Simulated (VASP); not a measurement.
Here is the system:

```
MgF2
1.0
    4.73273     0.00000     0.00000
    0.00000     4.73273     0.00000
    0.00000     0.00000     3.12442
Mg F
2 4
Direct
  0.00000   0.00000   0.00000
  0.50000   0.50000   0.50000
  0.30300   0.30300   0.00000
  0.80300   0.19700   0.50000
  0.19700   0.80300   0.50000
  0.69700   0.69700   0.00000
```

Calculation: PBE GGA, VASP's PBE PAW potentials (set 64) (plane waves; VASP 6.6.1). Run with 400 eV cut-off, 4×4×6 Γ-centred mesh, Fermi-Dirac smearing of 0.020 eV, potentials Mg F.

At this cut-off the stress carries a Pulay error, which pulls relaxed volumes low.

Q: Which forces act on the atoms, in eV/Å?

A: 
```tsv
atom	Fx	Fy	Fz
Mg1	0.000	0.000	0.000
Mg2	0.000	0.000	0.000
F3	0.043	0.043	0.000
F4	0.043	-0.043	0.000
F5	-0.043	0.043	0.000
F6	-0.043	-0.043	0.000
```

Q: Give the stress tensor in GPa (positive for a compressed cell).

A: 
```
-12.95    0.00    0.00
  0.00  -12.95    0.00
  0.00    0.00  -13.51
```
The pressure is its mean diagonal, -13.13 GPa.

The structure is a typed MgF2 crystal (P4_2/mnm). The cell was not relaxed at this level.
